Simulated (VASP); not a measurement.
Input:

```xyz
2
Lattice="0.0000 2.7837 2.7837 2.7837 0.0000 2.7837 2.7837 2.7837 0.0000" Properties=species:S:1:pos:R:3 pbc="T T T"
Al     0.0000     0.0000     0.0000
P      1.3918     1.3918     1.3918
```

All values below come from vdW-DF2, VASP's PBE PAW potentials (set 64) (plane waves; VASP). Run with 520 eV cut-off, Gaussian smearing of 0.050 eV, potentials Al P.

### Question
Give the energies of bands 2 to 7 at the high-symmetry points, in eV from the valence-band maximum.

### Answer

```json
[
 {"band": "2", "Γ": "0.00", "X": "-5.06", "U": "-4.82", "L": "-5.16", "W": "-4.74"},
 {"band": "3", "Γ": "0.00", "X": "-1.91", "U": "-3.05", "L": "-0.71", "W": "-2.83"},
 {"band": "4", "Γ": "0.00", "X": "-1.91", "U": "-1.57", "L": "-0.71", "W": "-2.49"},
 {"band": "5", "Γ": "2.85", "X": "2.00", "U": "2.73", "L": "2.68", "W": "4.55"},
 {"band": "6", "Γ": "4.64", "X": "2.65", "U": "5.16", "L": "5.02", "W": "5.70"},
 {"band": "7", "Γ": "4.64", "X": "10.68", "U": "8.39", "L": "5.02", "W": "6.28"}
]
```

The gap is indirect, 2.00 eV, from the valence maximum at Γ to the conduction minimum at X.

Measured: gap 2.54 eV (computed value off by -0.54 eV), as given by Wei Chen et al., Physical Review Materials (2018), doi:10.1103/physrevmaterials.2.073803 [zero-point renormalisation of 0.02 eV added back (the table's ZPR column)].

The compound is AlP in the zinc blende structure. It was relaxed first, which changed the volume by +6 %.
